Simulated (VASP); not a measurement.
VASP ran on this input.

**INCAR**
```
# general
SYSTEM=CaF2
PREC  =Accurate
ENCUT =520   # plane-wave cut-off (eV)
LREAL =.FALSE.
LASPH =.TRUE.   # aspherical one-centre terms

# electronic loop
EDIFF =1E-7
NELM  =100   # most electronic steps
ALGO  =Normal   # blocked Davidson

# smearing
ISMEAR=0   # Gaussian
SIGMA =0.05   # width (eV)

# functional
GGA   =PE
IVDW  =12   # D3, Becke-Johnson

# ions
ISIF  =2   # forces and stress, cell fixed

# output
LWAVE =.FALSE.
LCHARG=.FALSE.
```

**KPOINTS**
```
kpoints
0
G
7 7 7
```

File POSCAR:
```
CaF2
1.0
  0.0000000000   2.7643028393   2.7643028393
  2.7643028393   0.0000000000   2.7643028393
  2.7643028393   2.7643028393   0.0000000000
Ca F
1 2
Direct
  0.0000000000   0.0000000000   0.0000000000
  0.2500000000   0.2500000000   0.2500000000
  0.7500000000   0.7500000000   0.7500000000
```

POTCAR, in this order: Ca_sv F (PBE.64 set). Program: vasp_std.

Task: Write an equivalent input for Ansatz.

Result: One equivalent input (not run):
Ansatz 0.2 input:
```yaml
crystal:
  lattice:
    - [0.0000000, 2.7643028, 2.7643028]
    - [2.7643028, 0.0000000, 2.7643028]
    - [2.7643028, 2.7643028, 0.0000000]
  atoms:
    - { symbol: Ca, position: [0.0000000, 0.0000000, 0.0000000] }
    - { symbol: F, position: [0.2500000, 0.2500000, 0.2500000] }
    - { symbol: F, position: [0.7500000, 0.7500000, 0.7500000] }
kpoints:
  mp_grid: { grid: [7, 7, 7] }
hamiltonian:
  xc: pbe
  dispersion: d3bj
  pseudopotentials: { kind: paw }
scf:
  occupations: { method: gaussian, width: 0.05 }
  max_iter: 100
output: { forces: true, stress: true, eigenvalues: true }
```
What does not carry over: each code has its own PAW files, so the cut-off isn't converted (ENCUT is set for VASP's; basis.ecutwfc is left out, and Ansatz then takes the one that its files recommend); Ansatz stops its SCF on the density residual and VASP on the energy change (EDIFF).

The compound is CaF2 in the fluorite structure. This cell is one point of a volume scan, at 1.03 of the reference volume.
